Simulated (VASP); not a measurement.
OSZICAR of a VASP run on LaTe (relaxed from the rock salt structure, space group Fm-3m):

### OSZICAR
```
       N       E                     dE             d eps       ncg     rms          rms(c)
DAV:   1     0.139447677624E+03    0.13945E+03   -0.49823E+03  1344   0.134E+03
DAV:   2     0.123175439939E+01   -0.13822E+03   -0.13600E+03  1896   0.246E+02
DAV:   3    -0.108203933062E+02   -0.12052E+02   -0.11664E+02  1900   0.106E+02
DAV:   4    -0.120265040192E+02   -0.12061E+01   -0.11238E+01  2528   0.232E+01
DAV:   5    -0.121239578004E+02   -0.97454E-01   -0.94868E-01  2004   0.575E+00    0.366E+00
DAV:   6    -0.120811532626E+02    0.42805E-01   -0.19253E-01  2196   0.466E+00    0.236E+00
DAV:   7    -0.120702424968E+02    0.10911E-01   -0.33727E-02  2112   0.156E+00    0.689E-01
DAV:   8    -0.120715846117E+02   -0.13421E-02   -0.90669E-03  2308   0.757E-01    0.158E-01
DAV:   9    -0.120722414294E+02   -0.65682E-03   -0.34856E-03  2248   0.451E-01    0.826E-02
DAV:  10    -0.120723105581E+02   -0.69129E-04   -0.39511E-04  2360   0.148E-01    0.471E-02
DAV:  11    -0.120724198250E+02   -0.10927E-03   -0.62982E-04  1952   0.183E-01    0.114E-02
DAV:  12    -0.120724207413E+02   -0.91633E-06   -0.55785E-05  2424   0.837E-02    0.134E-02
DAV:  13    -0.120724250971E+02   -0.43558E-05   -0.33763E-05  1924   0.432E-02    0.268E-03
DAV:  14    -0.120724256403E+02   -0.54318E-06   -0.41086E-06  2464   0.238E-02    0.208E-03
DAV:  15    -0.120724257546E+02   -0.11428E-06   -0.37925E-07  1848   0.566E-03    0.108E-03
DAV:  16    -0.120724257256E+02    0.29016E-07   -0.12670E-07  1588   0.343E-03
   1 F= -.12072426E+02 E0= -.12072426E+02  d E =0.000000E+00
```

**Question.** Which electronic solver shows in the log?

**Answer.** It is blocked Davidson (ALGO = Normal, or the opening steps of other solvers). The INCAR had ALGO = Normal.

**Question.** Can the final energy be trusted as converged?

**Answer.** The calculation finished and met its thresholds. It stopped with EDIFF = 1E-7, NELM = 100 (PBEsol GGA, plane waves, VASP's PBE PAW potentials (set 64)).

The structure was generated: LaTe was put into the rock salt type (Fm-3m), which need not be its known phase. It was relaxed first, which changed the volume by -37 %. The electron count is odd and the run is not spin-polarised, which forces a metal.
